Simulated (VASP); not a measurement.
Level of theory: revPBE GGA, VASP's PBE PAW potentials (set 64) (plane waves; VASP).

A VASP calculation is set up with these files.

**POSCAR**
```
MgF2
1.0
  4.6221230000   0.0000000000   0.0000000000
  0.0000000000   4.6221230000   0.0000000000
  0.0000000000   0.0000000000   3.0523520000
Mg F
2 4
Cartesian
  2.3110615000   2.3110615000   1.5261760000
  0.0000000000   0.0000000000   0.0000000000
  3.2219895008   3.2219895008   0.0000000000
  1.4001334992   1.4001334992   0.0000000000
  3.7111949992   0.9109280008   1.5261760000
  0.9109280008   3.7111949992   1.5261760000
```

INCAR:
```
! general
SYSTEM = MgF2
PREC   = Accurate
ENCUT  = 560   ! plane-wave cut-off (eV)
LREAL  = .False.   ! projection in real space or not
LASPH  = .True.   ! aspherical one-centre terms

! electronic loop
EDIFF  = 1E-09
NELM   = 100
ALGO   = Normal   ! blocked Davidson

! smearing
ISMEAR = 0   ! Gaussian
SIGMA  = 0.01

! functional
GGA    = RE

! ions
IBRION = 2   ! conjugate gradients
NSW    = 50
ISIF   = 3   ! ions, shape and volume
EDIFFG = -0.005   ! ionic stop

! output
LWAVE  = .False.
LCHARG = .False.
```

### KPOINTS
```
Automatic
0
Gamma
9 9 13
0 0 0
```

POTCAR, in this order: Mg F (PBE.64 set). Program: vasp_std.

What will the output report for the number of irreducible k-points (NKPTS), largest plane-wave count, number of space-group operations, FFT grid (NGX, NGY, NGZ)?

```yaml
number of irreducible k-points (NKPTS): 105
largest_plane_wave_count: 1996
number_of_space_group_operations: 16
FFT grid (NGX, NGY, NGZ): 36 × 36 × 24
```

The structure comes from a computed database's MgF2 entry; how it stands against other phases isn't given here. This run relaxes it. Symmetry was kept, so distortions that lower it aren't found. The run is one of a series of settings (EDIFF = 1E-09, EDIFFG = -0.005, ENCUT = 560, IBRION = 2, ISIF = 3, NSW = 50, KPOINTS 9×9×13 Γ-centred mesh against the base run), some of them coarse on purpose.
